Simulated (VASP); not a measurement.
Calculation: PBEsol GGA, VASP's PBE PAW potentials (set 64) (plane waves; VASP).

VASP ran on this input.

KPOINTS:
```
Automatic
0
gamma
 10 10 10
0 0 0
```

**POSCAR**
```
NiSi2
1
    0.0000000000     2.6067035774     2.6067035774
    2.6067035774     0.0000000000     2.6067035774
    2.6067035774     2.6067035774     0.0000000000
Si Ni
2 1
Direct
  0.2500000000   0.2500000000   0.2500000000
  0.7500000000   0.7500000000   0.7500000000
  1.0000000000   1.0000000000   1.0000000000
```

### INCAR
```
# general
SYSTEM =NiSi2
PREC   =Accurate
ENCUT  =500   # plane-wave cut-off (eV)
LREAL  =.False.   # projection in real space or not
LASPH  =.True.   # aspherical one-centre terms

# electronic loop
EDIFF  =1E-6
NELM   =100   # most electronic steps
ALGO   =Normal   # blocked Davidson
LMAXMIX=4   # l cut-off of mixed one-centre charges

# smearing
ISMEAR =1   # Methfessel-Paxton
SIGMA  =0.1

# functional
GGA    =PS   # PBEsol

# ions
IBRION =2   # conjugate gradients
NSW    =40   # most ionic steps
ISIF   =3   # ions, shape and volume
EDIFFG =-0.02
PSTRESS=200   # kbar

# output
LWAVE  =.False.
LCHARG =.False.
```

POTCAR, in this order: Si Ni (PBE.64 set). Program: vasp_std.

Output

**OUTCAR**
```
 ion  position               nearest neighbor table
   1  0.250  0.250  0.250-   3 2.26   3 2.26   3 2.26   3 2.26   2 2.61   2 2.61   2 2.61   2 2.61
                             2 2.61   2 2.61
   2  0.750  0.750  0.750-   3 2.26   3 2.26   3 2.26   3 2.26   1 2.61   1 2.61   1 2.61   1 2.61
                             1 2.61   1 2.61
   3  0.000  0.000  0.000-   1 2.26   2 2.26   2 2.26   2 2.26   2 2.26   1 2.26   1 2.26   1 2.26
  LATTYP: Found a face centered cubic cell.
 ALAT       =     5.2134071548
 Subroutine PRICEL returns:
 Original cell was already a primitive cell.
 Subroutine GETGRP returns: Found 48 space group operations
The static configuration has the point symmetry O_h .
The dynamic configuration has the point symmetry O_h .
 Subroutine INISYM returns: Found 48 space group operations
 Subroutine IBZKPT returns following result:
 Found     47 irreducible k-points:

 Following reciprocal coordinates:
            Coordinates               Weight
  0.000000  0.000000  0.000000      1.000000
  0.100000  0.000000  0.000000      8.000000
  0.200000  0.000000  0.000000      8.000000
  0.300000  0.000000  0.000000      8.000000
  0.400000  0.000000  0.000000      8.000000
  0.500000  0.000000  0.000000      4.000000
  0.100000  0.100000  0.000000      6.000000
  0.200000  0.100000  0.000000     24.000000
  0.300000  0.100000  0.000000     24.000000
  0.400000  0.100000  0.000000     24.000000
  0.500000  0.100000  0.000000     24.000000
 -0.400000  0.100000  0.000000     24.000000
 -0.300000  0.100000  0.000000     24.000000
 -0.200000  0.100000  0.000000     24.000000
 -0.100000  0.100000  0.000000     12.000000
  0.200000  0.200000  0.000000      6.000000
  0.300000  0.200000  0.000000     24.000000
  0.400000  0.200000  0.000000     24.000000
  0.500000  0.200000  0.000000     24.000000
 -0.400000  0.200000  0.000000     24.000000
 -0.300000  0.200000  0.000000     24.000000
...
```

File OSZICAR:
```
       N       E                     dE             d eps       ncg     rms          rms(c)
DAV:   1     0.707387081409E+02    0.70739E+02   -0.80256E+03  1230   0.143E+03
DAV:   2    -0.169472438621E+02   -0.87686E+02   -0.83011E+02  1247   0.254E+02
DAV:   3    -0.210960946260E+02   -0.41489E+01   -0.40660E+01  1575   0.617E+01
DAV:   4    -0.211759658928E+02   -0.79871E-01   -0.79754E-01  1438   0.817E+00
DAV:   5    -0.211780744101E+02   -0.21085E-02   -0.21082E-02  1622   0.137E+00    0.185E+01
DAV:   6    -0.249426034986E+02   -0.37645E+01   -0.56225E+01  1342   0.188E+02    0.236E+01
DAV:   7    -0.188350014426E+02    0.61076E+01   -0.16510E+01  1483   0.119E+02    0.401E+00
DAV:   8    -0.188334220771E+02    0.15794E-02   -0.20391E+00  1833   0.227E+01    0.294E+00
DAV:   9    -0.187645023825E+02    0.68920E-01   -0.30380E-01  1491   0.126E+01    0.589E-01
DAV:  10    -0.187630015934E+02    0.15008E-02   -0.14316E-02  1622   0.270E+00    0.233E-01
DAV:  11    -0.187629364898E+02    0.65104E-04   -0.99157E-04  1879   0.427E-01    0.613E-02
DAV:  12    -0.187629514847E+02   -0.14995E-04   -0.40663E-05  1932   0.955E-02    0.243E-02
DAV:  13    -0.187629478662E+02    0.36185E-05   -0.74893E-06  1680   0.663E-02    0.706E-03
DAV:  14    -0.187629477799E+02    0.86314E-07   -0.12048E-06   911   0.159E-02
   1 F= -.14340891E+02 E0= -.14340515E+02  d E =-.143409E+02
```

**OUTCAR**
```
------------------------ aborting loop because EDIFF is reached ----------------------------------------
  FORCE on cell =-STRESS in cart. coord.  units (eV):
  Direction    XX          YY          ZZ          XY          YZ          ZX
  --------------------------------------------------------------------------------------
  Total        4.3987056      4.3987056      4.3987056      0.0000000      0.0000000      0.0000000
  in kB      198.9438589    198.9438589    198.9438589      0.0000000      0.0000000      0.0000000
  external PRESSURE =      -1.0561411 kB  Pullay stress =     200.0000000 kB
  volume of cell :       35.42
      direct lattice vectors                 reciprocal lattice vectors
     0.000000000  2.606703577  2.606703577    -0.191813141  0.191813141  0.191813141
     2.606703577  0.000000000  2.606703577     0.191813141 -0.191813141  0.191813141
     2.606703577  2.606703577  0.000000000     0.191813141  0.191813141 -0.191813141
 POSITION                                       TOTAL-FORCE (eV/Angst)
 -----------------------------------------------------------------------------------
      1.30335      1.30335      1.30335        -0.000000     -0.000000     -0.000000
      3.91006      3.91006      3.91006         0.000000      0.000000      0.000000
      0.00000      0.00000      0.00000        -0.000000     -0.000000     -0.000000
 -----------------------------------------------------------------------------------
    total drift:                               -0.000000     -0.000000      0.000000
  FREE ENERGIE OF THE ION-ELECTRON SYSTEM (eV)
  ---------------------------------------------------
  free  energy   TOTEN  =       -18.7629477799 eV

  energy  without entropy=      -18.7618215904  energy(sigma->0) =      -18.76257238
  enthalpy is  TOTEN    =       -14.3408906117 eV   P V=        4.4220571681

 reached required accuracy - stopping structural energy minimisation
```
(Selected blocks of OUTCAR.)

The compound is NiSi2 in the fluorite structure. It was relaxed first under an external pressure of 20 GPa. The run is not spin-polarised, so no magnetic state was tried.
